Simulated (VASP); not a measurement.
Level of theory: r2SCAN meta-GGA, VASP's PBE PAW potentials (set 64) (plane waves; VASP).

VASP input:

File POSCAR:
```
Hf
1.0
  1.4587956348  -2.5267080737   0.0000000000
  1.4587956348   2.5267080737   0.0000000000
  0.0000000000   0.0000000000   4.6420090146
Hf
2
Cart
  1.4587956348   0.8422377090   1.1605022537
  1.4587956348  -0.8422377090   3.4815067610
```

### INCAR
```
SYSTEM = Hf
PREC = Accurate
ENCUT = 500
EDIFF = 1E-6
NELM = 100
ALGO = Normal
LREAL = .FALSE.
LASPH = .TRUE.
ISMEAR = 1
SIGMA = 0.1
METAGGA = R2SCAN
LMIXTAU = .TRUE.
LMAXMIX = 6
LWAVE = .FALSE.
LCHARG = .FALSE.
IBRION = 2
ISIF = 3
NSW = 40
EDIFFG = -0.02
PSTRESS = 450
```

### KPOINTS
```
Automatic mesh
0
Gamma
14 14 8
0 0 0
```

POTCAR, in this order: Hf_pv (PBE.64 set). Program: vasp_std.

The run wrote:

File OUTCAR:
```
 ion  position               nearest neighbor table
   1  0.333  0.667  0.250-   2 2.87   2 2.87   2 2.87   2 2.87   2 2.87   2 2.87
   2  0.667  0.333  0.750-   1 2.87   1 2.87   1 2.87   1 2.87   1 2.87   1 2.87
  LATTYP: Found a hexagonal cell.
 ALAT       =     2.9175911972
 C/A-ratio  =     1.5910416165
 Subroutine PRICEL returns:
 Original cell was already a primitive cell.
 Subroutine GETGRP returns: Found 24 space group operations
The static configuration has the point symmetry D_3d.
 The point group associated with its full space group is D_6h.
The dynamic configuration has the point symmetry D_3d.
 Subroutine INISYM returns: Found 24 space group operations
 Subroutine IBZKPT returns following result:
 Found    120 irreducible k-points:

 Following reciprocal coordinates:
            Coordinates               Weight
  0.000000  0.000000  0.000000      1.000000
  0.071429  0.000000  0.000000      6.000000
  0.142857 -0.000000  0.000000      6.000000
  0.214286 -0.000000  0.000000      6.000000
  0.285714  0.000000  0.000000      6.000000
  0.357143  0.000000  0.000000      6.000000
  0.428571 -0.000000  0.000000      6.000000
  0.500000  0.000000  0.000000      3.000000
  0.071429  0.071429  0.000000      6.000000
  0.142857  0.071429  0.000000     12.000000
  0.214286  0.071429  0.000000     12.000000
  0.285714  0.071429  0.000000     12.000000
  0.357143  0.071429  0.000000     12.000000
  0.428571  0.071429  0.000000     12.000000
  0.142857  0.142857  0.000000      6.000000
  0.214286  0.142857  0.000000     12.000000
  0.285714  0.142857  0.000000     12.000000
  0.357143  0.142857  0.000000     12.000000
  0.428571  0.142857  0.000000      6.000000
  0.214286  0.214286  0.000000      6.000000
  0.285714  0.214286  0.000000     12.000000
  0.357143  0.214286  0.000000     12.000000
  0.285714  0.285714  0.000000      6.000000
  0.357143  0.285714  0.000000      6.000000
  0.000000  0.000000  0.125000      2.000000
  0.071429  0.000000  0.125000     12.000000
  0.142857 -0.000000  0.125000     12.000000
  0.214286 -0.000000  0.125000     12.000000
  0.285714  0.000000  0.125000     12.000000
  0.357143  0.000000  0.125000     12.000000
  0.428571 -0.000000  0.125000     12.000000
  0.500000  0.000000  0.125000      6.000000
  0.071429  0.071429  0.125000     12.000000
  0.142857  0.071429  0.125000     24.000000
  0.214286  0.071429  0.125000     24.000000
  0.285714  0.071429  0.125000     24.000000
  0.357143  0.071429  0.125000     24.000000
  0.428571  0.071429  0.125000     24.000000
  0.142857  0.142857  0.125000     12.000000
  0.214286  0.142857  0.125000     24.000000
   k-points           NKPTS =    120   k-points in BZ     NKDIM =    120   number of bands    NBANDS=     14
   number of dos      NEDOS =    301   number of ions     NIONS =      2
   total plane-waves  NPLWV =  20736
   dimension x,y,z NGX =    24 NGY =   24 NGZ =   36
   dimension x,y,z NGXF=    48 NGYF=   48 NGZF=   72
   ions per type =               2
   PREC   = accura    normal or accurate (medium, high low for compatibility)
   ISTART =      0    job   : 0-new  1-cont  2-samecut
   ICHARG =      2    charge: 1-file 2-atom 10-const
   ISPIN  =      1    spin polarized calculation?
   LNONCOLLINEAR =      F non collinear calculations
   LSORBIT =      F    spin-orbit coupling
   INIWAV =      1    electr: 0-lowe 1-rand  2-diag
   ENCUT  =  500.0 eV  36.75 Ry    6.06 a.u.   5.32  5.32  8.46*2*pi/ulx,y,z
   NELM   =    100;   NELMIN=  2; NELMDL= -5     # of ELM steps
   EDIFF  = 0.1E-05   stopping-criterion for ELM
   LREAL  =      F    real-space projection
...
```

File OSZICAR:
```
       N       E                     dE             d eps       ncg     rms          rms(c)
DAV:   1    -0.227372065776E+02   -0.22737E+02   -0.12125E+04  3368   0.142E+03
DAV:   2    -0.925320863994E+02   -0.69795E+02   -0.68421E+02  4230   0.286E+02
DAV:   3    -0.943917829592E+02   -0.18597E+01   -0.18163E+01  4452   0.314E+01
DAV:   4    -0.944059287139E+02   -0.14146E-01   -0.14132E-01  3906   0.330E+00
DAV:   5    -0.944060922389E+02   -0.16353E-03   -0.16351E-03  4392   0.286E-01    0.850E+01
DAV:   6    -0.893773553444E+02    0.50287E+01   -0.60348E-01  3432   0.825E+00    0.489E+01
DAV:   7    -0.874114095311E+02    0.19659E+01   -0.14302E+00  3616   0.113E+01    0.609E+00
DAV:   8    -0.899738479783E+02   -0.25624E+01   -0.11636E+00  3552   0.989E+00    0.109E+01
DAV:   9    -0.891050314710E+02    0.86882E+00   -0.18513E-01  3396   0.568E+00    0.461E+00
DAV:  10    -0.891280410608E+02   -0.23010E-01   -0.43708E-02  3528   0.255E+00    0.382E+00
DAV:  11    -0.890615627242E+02    0.66478E-01   -0.14746E-02  3480   0.135E+00    0.375E-01
DAV:  12    -0.890980253005E+02   -0.36463E-01   -0.54638E-02  3408   0.262E+00    0.984E-01
DAV:  13    -0.890982025655E+02   -0.17727E-03   -0.51024E-04  4506   0.219E-01    0.104E+00
DAV:  14    -0.890980695033E+02    0.13306E-03   -0.20861E-04  3582   0.131E-01    0.487E-01
DAV:  15    -0.890980644434E+02    0.50599E-05   -0.19426E-04  3570   0.149E-01    0.264E-01
DAV:  16    -0.890980777245E+02   -0.13281E-04   -0.11278E-04  3534   0.118E-01    0.115E-01
DAV:  17    -0.890980869931E+02   -0.92686E-05   -0.33720E-05  3636   0.705E-02    0.794E-02
DAV:  18    -0.890980806546E+02    0.63386E-05   -0.55779E-05  3492   0.902E-02    0.616E-02
DAV:  19    -0.890980957134E+02   -0.15059E-04   -0.55818E-06  3990   0.283E-02    0.208E-02
DAV:  20    -0.890980935098E+02    0.22037E-05   -0.27925E-07  1866   0.641E-03    0.136E-02
DAV:  21    -0.890980954204E+02   -0.19107E-05   -0.49654E-08  1830   0.273E-03    0.688E-03
DAV:  22    -0.890980953839E+02    0.36563E-07   -0.45990E-08  1812   0.222E-03
   1 F= -.79486678E+02 E0= -.79486339E+02  d E =-.794867E+02
```

### OUTCAR
```
------------------------ aborting loop because EDIFF is reached ----------------------------------------
  FORCE on cell =-STRESS in cart. coord.  units (eV):
  Direction    XX          YY          ZZ          XY          YZ          ZX
  --------------------------------------------------------------------------------------
  Total        9.6483312      9.6483305      9.6509106      0.0000000     -0.0000000     -0.0000000
  in kB      451.7282859    451.7282560    451.8490527      0.0000000     -0.0000000     -0.0000000
  external PRESSURE =       1.7685315 kB  Pullay stress =     450.0000000 kB
  volume of cell :       34.22
      direct lattice vectors                 reciprocal lattice vectors
     1.458795635 -2.526708074  0.000000000     0.342748489 -0.197885939  0.000000000
     1.458795635  2.526708074  0.000000000     0.342748489  0.197885939  0.000000000
     0.000000000  0.000000000  4.642009015     0.000000000  0.000000000  0.215423968
 POSITION                                       TOTAL-FORCE (eV/Angst)
 -----------------------------------------------------------------------------------
      1.45880      0.84224      1.16050         0.000000     -0.000000      0.000000
      1.45880     -0.84224      3.48151        -0.000000      0.000000      0.000000
 -----------------------------------------------------------------------------------
    total drift:                               -0.000000      0.000144     -0.000014
  FREE ENERGIE OF THE ION-ELECTRON SYSTEM (eV)
  ---------------------------------------------------
  free  energy   TOTEN  =       -89.0980953839 eV

  energy  without entropy=      -89.0970766445  energy(sigma->0) =      -89.09775580
  enthalpy is  TOTEN    =       -79.4866781671 eV   P V=        9.6114172168

 reached required accuracy - stopping structural energy minimisation
```
(Selected blocks of OUTCAR.)

The compound is Hf in the hcp structure. It was relaxed first under an external pressure of 45 GPa.
